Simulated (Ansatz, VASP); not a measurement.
# Cross-check of NaAu14 (Au(110)-(3x1)-Na surface alloy) between VASP and Ansatz, part 2 of 2

Wanted: the spread between two codes on one cell, functional and k mesh.  The structure shown is the end of the Ansatz relaxation below.

VASP 6.6.1 and Ansatz 0.2.0.

So far: Set-up; Ansatz: relaxation, r2SCAN.

## (3) VASP: single point, r2SCAN

Level of this step: r2SCAN; plane waves and PAW (Au, Na_pv) (VASP).

The same cell, functional, mesh and smearing now go to VASP, with its own data sets and cutoff.

Lines of VASP's logs that name or quote its potential files are left out, and so is its time.

INCAR reads:

```
SYSTEM = NaAu14
PREC = Accurate
ENCUT = 400
EDIFF = 1E-06
NELM = 100
ISMEAR = -1
SIGMA = 0.1
LREAL = .FALSE.
ALGO = Normal
METAGGA = R2SCAN
LASPH = .TRUE.
NBANDS = 99
LORBIT = 11
LWAVE = .FALSE.
LCHARG = .FALSE.
KPAR = 2
NCORE = 2
ISIF = 0
LDIPOL = .TRUE.
IDIPOL = 3
DIPOL = 0.5 0.5 0.487
LVHAR = .TRUE.
```

POSCAR reads:

```
NaAu14
1.0
    4.0800000000      0.0000000000      0.0000000000
    0.0000000000      8.6549870017      0.0000000000
    0.0000000000      0.0000000000     23.5499913345
Au Na
14 1
Direct
    0.0000000000      0.0000000017      0.3609343154
    0.0000000000      0.3333333317      0.3609343154
    0.0000000000      0.6666666667      0.3609343154
    0.5000000000      0.1666666667      0.4221868999
    0.5000000000      0.5000000017      0.4221868999
    0.5000000000      0.8333333317      0.4221868999
    0.0000000000      0.9975581790      0.4830258598
    0.0000000000      0.3357751544      0.4830258598
    0.0000000000      0.6666666667      0.4918740865
    0.5000000000      0.1666666667      0.5488996043
    0.5000000000      0.5047780310      0.5546001493
    0.5000000000      0.8285553023      0.5546001493
    0.0000000000      0.0026923112      0.6033673129
    0.0000000000      0.3306410221      0.6033673129
    0.0000000000      0.6666666667      0.6306716185
```

KPOINTS reads:

```
Automatic mesh
0
Gamma
7 4 1
0 0 0
```

The projector-augmented-wave data sets are Au and Na_pv (PBE family, release 64).

Launch:

```sh
$ mpirun -np 4 vasp_std
```

Numbers of over 12 decimals in the logs are rounded to 6 here.

The program printed:

```text
[banner, memory and clock lines left out]
running    4 mpi-ranks, on    1 nodes
 distrk:  each k-point on    2 cores,    2 groups
 distr:  one band on    2 cores,    1 groups

 POSCAR found type information on POSCAR AuNa
 POSCAR found :  2 types and      15 ions
|                                                                             |
|               ----> ADVICE to this user running VASP <----                  |
|                                                                             |
|     You enforced a specific xc type in the INCAR file but a different       |
|     [... a line on the potential file left out ...]
|     I HOPE YOU KNOW WHAT YOU ARE DOING!                                     |
|                                                                             |

 LDA part: xc-table for (None), standard interpolation
 POSCAR, INCAR and KPOINTS ok, starting setup
 FFT: planning ... GRIDC
 FFT: planning ... GRID_SOFT
 FFT: planning ... GRID
 WAVECAR not read
 entering main loop
       N       E                     dE             d eps       ncg     rms          rms(c)
DAV:   1     0.318163597616E+03    0.31816E+03   -0.61035E+04  2472   0.112E+03
DAV:   2    -0.693249561919E+03   -0.10114E+04   -0.94163E+03  2814   0.261E+02
DAV:   3    -0.764476919020E+03   -0.71227E+02   -0.67828E+02  2711   0.702E+01
DAV:   4    -0.766373624523E+03   -0.18967E+01   -0.18849E+01  2858   0.125E+01
DAV:   5    -0.766440225061E+03   -0.66601E-01   -0.66503E-01  2960   0.223E+00    0.275E+01
DAV:   6    -0.709101164342E+03    0.57339E+02   -0.54284E+01  2569   0.292E+01    0.240E+01
DAV:   7    -0.708739129395E+03    0.36203E+00   -0.14109E+00  2535   0.580E+00    0.143E+01
DAV:   8    -0.708792350935E+03   -0.53222E-01   -0.92403E-01  2526   0.646E+00    0.199E+00
DAV:   9    -0.708712053057E+03    0.80298E-01   -0.54882E-01  2551   0.723E+00    0.108E+00
DAV:  10    -0.708679687034E+03    0.32366E-01   -0.80968E-02  2507   0.265E+00    0.498E-01
DAV:  11    -0.708681023347E+03   -0.13363E-02   -0.37126E-02  2557   0.726E-01    0.191E-01
DAV:  12    -0.708682298821E+03   -0.12755E-02   -0.26907E-03  2540   0.175E-01    0.113E-01
DAV:  13    -0.708683923717E+03   -0.16249E-02   -0.17441E-03  2486   0.122E-01    0.904E-02
DAV:  14    -0.708685362649E+03   -0.14389E-02   -0.14359E-03  2420   0.132E-01    0.394E-02
[...]
DAV:  19    -0.708687683679E+03   -0.14990E-03   -0.30803E-05  2408   0.120E-02    0.585E-03
DAV:  20    -0.708687740732E+03   -0.57053E-04   -0.46128E-06  1784   0.699E-03    0.436E-03
DAV:  21    -0.708687826701E+03   -0.85968E-04   -0.10593E-05  2039   0.113E-02    0.116E-03
DAV:  22    -0.708687838741E+03   -0.12041E-04   -0.10147E-06  1690   0.369E-03    0.706E-04
DAV:  23    -0.708687851168E+03   -0.12427E-04   -0.82014E-07  1608   0.303E-03    0.381E-04
DAV:  24    -0.708687856690E+03   -0.55216E-05   -0.46352E-07  1620   0.233E-03    0.280E-04
DAV:  25    -0.708687857942E+03   -0.12518E-05   -0.10647E-07  1548   0.129E-03    0.186E-04
DAV:  26    -0.708687858840E+03   -0.89810E-06   -0.10882E-07  1515   0.130E-03
   1 F= -.70868786E+03 E0= -.70862381E+03  d E =-.128093E+00
```

Parts of OUTCAR (step 3):

```text
ion  position               nearest neighbor table
   1  0.000  0.000  0.361-   7 2.88   2 2.88   4 2.88   4 2.88   3 2.88   6 2.88   6 2.88
   2  0.000  0.333  0.361-   8 2.88   1 2.88   4 2.88   4 2.88   3 2.88   5 2.88   5 2.88
   3  0.000  0.667  0.361-   6 2.88   6 2.88   5 2.88   5 2.88   1 2.88   2 2.88   9 3.08
   4  0.500  0.167  0.422-   2 2.88   2 2.88   1 2.88   1 2.88   5 2.88   6 2.88   8 2.89   8 2.89
                             7 2.89   7 2.89  10 2.98
   5  0.500  0.500  0.422-   8 2.87   8 2.87   6 2.88   3 2.88   3 2.88   4 2.88   2 2.88   2 2.88
                             9 2.99   9 2.99  11 3.12
   6  0.500  0.833  0.422-   7 2.87   7 2.87   5 2.88   3 2.88   3 2.88   4 2.88   1 2.88   1 2.88
                             9 2.99   9 2.99  12 3.12
   7  0.000  0.998  0.483-  13 2.83   6 2.87   6 2.87   9 2.87   1 2.88   4 2.89   4 2.89   8 2.93
                            10 2.95  10 2.95  12 3.02  12 3.02
   8  0.000  0.336  0.483-  14 2.83   5 2.87   5 2.87   9 2.87   2 2.88   4 2.89   4 2.89   7 2.93
                            10 2.95  10 2.95  11 3.02  11 3.02
   9  0.000  0.667  0.492-   7 2.87   8 2.87  12 2.88  12 2.88  11 2.88  11 2.88   6 2.99   6 2.99
                             5 2.99   5 2.99   3 3.08
  10  0.500  0.167  0.549-  14 2.80  14 2.80  13 2.80  13 2.80  11 2.93  12 2.93   8 2.95   8 2.95
                             7 2.95   7 2.95   4 2.98
  11  0.500  0.505  0.555-  14 2.78  14 2.78  12 2.80   9 2.88   9 2.88  10 2.93   8 3.02   8 3.02
                            15 3.06  15 3.06   5 3.12
  12  0.500  0.829  0.555-  13 2.78  13 2.78  11 2.80   9 2.88   9 2.88  10 2.93   7 3.02   7 3.02
                            15 3.06  15 3.06   6 3.12
  13  0.000  0.003  0.603-  12 2.78  12 2.78  10 2.80  10 2.80   7 2.83  14 2.84  15 2.98
  14  0.000  0.331  0.603-  11 2.78  11 2.78  10 2.80  10 2.80   8 2.83  13 2.84  15 2.98
  15  0.000  0.667  0.631-  13 2.98  14 2.98  12 3.06  12 3.06  11 3.06  11 3.06

  LATTYP: Found a simple orthorhombic cell.
 ALAT       =     4.0800000000
 B/A-ratio  =     2.1213203436
 C/A-ratio  =     5.7720566996

 Subroutine GETGRP returns: Found  4 space group operations
 (whereof  2 operations were pure point group operations)

The static configuration has the point symmetry C_1h.
 The point group associated with its full space group is C_2v.

 Found     12 irreducible k-points:

   k-points           NKPTS =     12   k-points in BZ     NKDIM =     12   number of bands    NBANDS=     99

   dimension x,y,z NGX =    28 NGY =   56 NGZ =  160
   dimension x,y,z NGXF=    56 NGYF=  112 NGZF=  320

   ENCUT  =  400.0 eV  29.40 Ry    5.42 a.u.   6.65 14.11 38.40*2*pi/ulx,y,z

   NELECT =     161.0000    total number of electrons

 k-points in reciprocal lattice and weights: Automatic mesh
   0.00000000  0.00000000  0.00000000       0.036
   0.14285714  0.00000000  0.00000000       0.071
   0.28571429  0.00000000  0.00000000       0.071
   0.42857143  0.00000000  0.00000000       0.071
   0.00000000  0.25000000  0.00000000       0.071
   0.14285714  0.25000000  0.00000000       0.143
   0.28571429  0.25000000  0.00000000       0.143
   0.42857143  0.25000000  0.00000000       0.143
   0.00000000  0.50000000  0.00000000       0.036
   0.14285714  0.50000000  0.00000000       0.071
   0.28571429  0.50000000  0.00000000       0.071
   0.42857143  0.50000000  0.00000000       0.071

 dipolmoment           0.000000      0.000000     -0.281317 electrons x Angstroem

 average (electrostatic) potential at core
       1 -78.4917       2 -78.4917       3 -78.4510       4 -79.0613       5 -79.0237
       6 -79.0237       7 -79.0620       8 -79.0620       9 -79.0552      10 -79.1662
      11 -79.0723      12 -79.0723      13 -78.7090      14 -78.7090      15 -55.1751

 E-fermi :  -0.3083

 k-point     1 :       0.0000    0.0000    0.0000
  band No.  band energies     occupation
    ...
     78      -2.0959      2.00000
     79      -1.9755      2.00000
     80      -1.8021      2.00000
     81      -0.4228      1.51731
     82      -0.2809      0.86413
     83       0.2690      0.00620
     84       2.2645      0.00000
     85       2.5120      0.00000
     86       2.5343      0.00000
     87       2.6297      0.00000
    ...

 k-point     2 :       0.1429    0.0000    0.0000
  band No.  band energies     occupation
    ...
     76      -2.2215      2.00000
     77      -2.1881      2.00000
     78      -2.0771      2.00000
     79      -2.0589      2.00000
     80      -1.7015      2.00000
     81      -0.0089      0.09538
     82       0.1687      0.01683
     83       0.4927      0.00066
     84       0.9471      0.00001
     85       2.4334      0.00000
    ...

 k-point     3 :       0.2857    0.0000    0.0000
  band No.  band energies     occupation
    ...
     77      -2.2447      2.00000
     78      -1.6528      2.00000
     79      -1.3017      1.99990
     80      -1.1005      1.99928
     81      -0.9695      1.99732
     82       0.7078      0.00008
     83       0.7815      0.00004
     84       1.1552      0.00000
     85       1.2794      0.00000
     86       1.7777      0.00000
    ...

  energy-cutoff  :      400.00
  volume of cell :      831.61
      direct lattice vectors                 reciprocal lattice vectors
     4.080000000  0.000000000  0.000000000     0.245098039  0.000000000  0.000000000
     0.000000000  8.654987002  0.000000000     0.000000000  0.115540324  0.000000000
     0.000000000  0.000000000 23.549991334     0.000000000  0.000000000  0.042462861

 POSITION                                       TOTAL-FORCE (eV/Angst)
 -----------------------------------------------------------------------------------
      0.00000      0.00000      8.50000         0.000000     -0.037244      0.198833
      0.00000      2.88500      8.50000         0.000000      0.037244      0.198833
      0.00000      5.76999      8.50000         0.000000      0.000000      0.501333
      2.04000      1.44250      9.94250         0.000000      0.000000     -0.405337
      2.04000      4.32749      9.94250         0.000000      0.238527     -0.270760
      2.04000      7.21249      9.94250         0.000000     -0.238527     -0.270760
      0.00000      8.63385     11.37525         0.000000      0.005368      0.003993
      0.00000      2.90613     11.37525         0.000000     -0.005368      0.003993
      0.00000      5.76999     11.58363         0.000000      0.000000     -0.008560
      2.04000      1.44250     12.92658         0.000000      0.000000     -0.004080
      2.04000      4.36885     13.06083         0.000000      0.000285      0.014543
      2.04000      7.17114     13.06083         0.000000     -0.000285      0.014543
      0.00000      0.02330     14.20929         0.000000     -0.010377      0.025133
      0.00000      2.86169     14.20929         0.000000      0.010377      0.025133
      0.00000      5.76999     14.85231         0.000000      0.000000     -0.026839
 -----------------------------------------------------------------------------------
    total drift:                               -0.000000     -0.001014     -0.022500

  FREE ENERGIE OF THE ION-ELECTRON SYSTEM (eV)
  ---------------------------------------------------
  free  energy   TOTEN  =      -708.6878588398 eV

  energy  without entropy=     -708.5597655459  energy(sigma->0) =     -708.62381219

 vacuum level on the upper side and lower side of the slab         3.233         4.674

 total charge
# of ion       s       p       d       tot
------------------------------------------
    1        0.566   0.202   8.824   9.592
    2        0.566   0.202   8.824   9.592
    3        0.561   0.193   8.823   9.577
    4        0.538   0.312   8.787   9.637
    5        0.534   0.301   8.783   9.617
    6        0.534   0.301   8.783   9.617
    7        0.537   0.314   8.813   9.663
    8        0.537   0.314   8.813   9.663
    9        0.550   0.298   8.782   9.629
   10        0.548   0.326   8.777   9.650
   11        0.583   0.301   8.761   9.646
   12        0.583   0.301   8.761   9.646
   13        0.610   0.236   8.815   9.660
   14        0.610   0.236   8.815   9.660
   15        0.061   5.980   0.000   6.042
--------------------------------------------------
tot          7.919   9.815 123.159 140.893

[... 3 further parts left out ...]
```

## (4) Side by side

Known differences besides the PAW data sets themselves: VASP keeps PBE cores, Ansatz makes them for the functional; the data sets hold 275 valence electrons in Ansatz (default PAW (the set named soft_2) files) and 161 in VASP; the cutoff is 500 eV in Ansatz and 400 eV in VASP. Total energies have different zeros and are not compared.

Both answers:

```
                                   quantity  Ansatz  VASP  difference
 work function, lower of the two faces (eV)    3.54  3.54        0.00
work function, higher of the two faces (eV)    4.97  4.98       -0.01
```

Forces on 10 of the 15 atoms, picked by the larger force of the two programs (eV/Å; atoms numbered as in POSCAR):

```
atom         Ansatz x, y, z           VASP x, y, z
 Au1   0.000, -0.037, 0.218   0.000, -0.037, 0.199
 Au2    0.000, 0.037, 0.218    0.000, 0.037, 0.199
 Au3    0.000, 0.000, 0.514    0.000, 0.000, 0.501
 Au4   0.000, 0.000, -0.402   0.000, 0.000, -0.405
 Au5   0.000, 0.235, -0.269   0.000, 0.239, -0.271
 Au6  0.000, -0.235, -0.269  0.000, -0.239, -0.271
Au12    0.000, 0.006, 0.004    0.000, 0.000, 0.015
Au13   0.000, 0.001, -0.002   0.000, -0.010, 0.025
Au14  0.000, -0.001, -0.002    0.000, 0.010, 0.025
Na15   0.000, 0.000, -0.001   0.000, 0.000, -0.027
```

The forces differ by 9.1 meV/Å r.m.s., which is 7.0 % of the r.m.s. force of 0.13 eV/Å (both taken over all components).

## (5) What came out

```
r.m.s. force difference (single point, r2SCAN) : 9.1 meV/Å
```

The r.m.s. force difference is 9.1 meV/Å (single point, r2SCAN), within the 12 meV/Å picked in this series as the mark of a large difference. How closely two codes agree says nothing of how well the functional describes the real material.

[Lines on the potential files, build, host, timing and source positions are cut from VASP's logs without a mark.]

[Logs are printed without paths, hosts, clocks, repeated set-up lines and the standing remarks that a program may print on its own settings, such as how far it seeks lower states.]

[Hosts, paths, dates, database ids (printed as entryN), source tags and the programs' standing remarks are cut or masked in the printed files.]
